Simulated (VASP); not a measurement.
Calculation: optB86b-vdW, VASP's PBE PAW potentials (set 64) (plane waves; VASP 6.6.1).

Input for VASP

INCAR:
```
! general
SYSTEM   = Tl
PREC     = Accurate
ENCUT    = 520
LREAL    = F
LASPH    = T

! electronic loop
EDIFF    = 1E-7
NELM     = 100
ALGO     = Normal
LMAXMIX  = 4

! smearing
ISMEAR   = -5

! functional
GGA      = MK
LUSE_VDW = T
AGGAC    = 0.0
PARAM1   = 0.1234
PARAM2   = 1.0

! ions
ISIF     = 2

! output
LWAVE    = F
LCHARG   = T
LORBIT   = 11
NEDOS    = 601
```

File KPOINTS:
```
Automatic mesh
0
Gamma
13 13 8
0 0 0
```

### POSCAR
```
Tl
1
    1.7473689660    -3.0265319347     0.0000000000
    1.7473689660     3.0265319347     0.0000000000
    0.0000000000     0.0000000000     5.5932316371
Tl
2
Direct
  0.3333330000   0.6666670000   0.2500000000
  0.6666670000   0.3333330000   0.7500000000
```

POTCAR, in this order: Tl_d (PBE.64 set). Program: vasp_std.

Question: What will the output report for the number of irreducible k-points (NKPTS), largest plane-wave count, number of space-group operations, FFT grid (NGX, NGY, NGZ)?

Answer: 
```
Quantity                                       Value
--------------------------------------  ------------
number of irreducible k-points (NKPTS)           105
largest plane-wave count                        1640
number of space-group operations                  24
FFT grid (NGX, NGY, NGZ)                28 × 28 × 42
```

The compound is Tl in the hcp structure. It was relaxed first.
